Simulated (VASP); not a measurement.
Calculation: PBEsol GGA, VASP's PBE PAW potentials (set 64) (plane waves; VASP).

Gaps are without spin-orbit coupling.

* **volume per atom**: 25.08 Å³/atom
* **band gap (over mesh and band path)**: 0.73 eV
* **smallest direct gap (over mesh and band path)**: 0.73 eV

**Question.** Which relaxed crystal gives these values?
A) ZnCdSe2, P-4m2 (115)
B) SiC, P6_3mc (186)
C) SnS2, P-3m1 (164)
D) Mg2Si, Fm-3m (225)

**Answer.** A, ZnCdSe2, P-4m2 (115)
